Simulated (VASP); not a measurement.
Set up this calculation in VASP 6.6.1, as the native input.

```yaml
Task: single point
Functional: LDA
Potentials_or_basis: VASP PAW LDA potentials, release 64 (Na_pv, W_sv, O)
Cutoff: 520 eV
k_mesh: 5 × 5 × 5
Occupations: gaussian, width 0.05 eV
Spin: collinear spin, typed start
Starting_moments: "[0.0, 1.0, 0.0, 0.0, 0.0] μB"
Hubbard_terms: W d U = 6.0 eV
Dipole_correction: no
Further_INCAR_settings: ALGO = Normal; EDIFF = 1e-07; NBANDS = 32
```

The structure of NaWO3 lies in POSCAR:

```
NaWO3
1.0
    3.8499971900      0.0000000000      0.0000000000
    0.0000000000      3.8499971900      0.0000000000
    0.0000000000      0.0000000000      3.8499971900
Na W O
1 1 3
Direct
    0.0000000000      0.0000000000      0.0000000000
    0.5000000000      0.5000000000      0.5000000000
    0.0000000000      0.5000000000      0.5000000000
    0.5000000000      0.5000000000      0.0000000000
    0.5000000000      0.0000000000      0.5000000000
```

The cell comes from a database or a generator and needn't be the stable form of this composition.

The input as run:

INCAR

```
ALGO = Normal ; EDIFF = 1E-7
ENCUT = 520 ; GGA = CA
ISIF = 2 ; ISMEAR = 0
ISPIN = 2 ; LASPH = T
LCHARG = F ; LDAU = T
LDAUJ = 0 0 0 ; LDAUL = -1 2 -1
LDAUPRINT = 1 ; LDAUTYPE = 2
LDAUU = 0 6 0 ; LMAXMIX = 4
LORBIT = 11 ; LREAL = F
LWAVE = F ; MAGMOM = 0 1 0 0 0
NBANDS = 32 ; NELM = 150
PREC = Accurate ; SIGMA = 0.05
```

KPOINTS

```
k-points
0
Gamma
  5 5 5
```

Potentials or basis: VASP PAW LDA potentials, release 64 (Na_pv, W_sv, O).

Launch:

```console
$ cat potpaw_LDA.64/Na_pv/POTCAR potpaw_LDA.64/W_sv/POTCAR potpaw_LDA.64/O/POTCAR > POTCAR
$ mpirun -np 1 vasp_std > vasp.out
```

Results of the run:

The pressure is 8.3 GPa. The band gap on the k mesh is none (metal or under the smearing width) and the net moment is 0.76 μB per cell. The site moments are Na +0.00; W +0.69; O -0.01 μB. The valence electrons inside the program's atomic spheres are Na 6.01; W 11.97; O 5.09.

Run time: 68 s on 1 thread of Intel(R) Xeon(R) Platinum 8375C CPU @ 2.90GHz (Ice Lake) (shared host), peak memory 0.17 GiB.
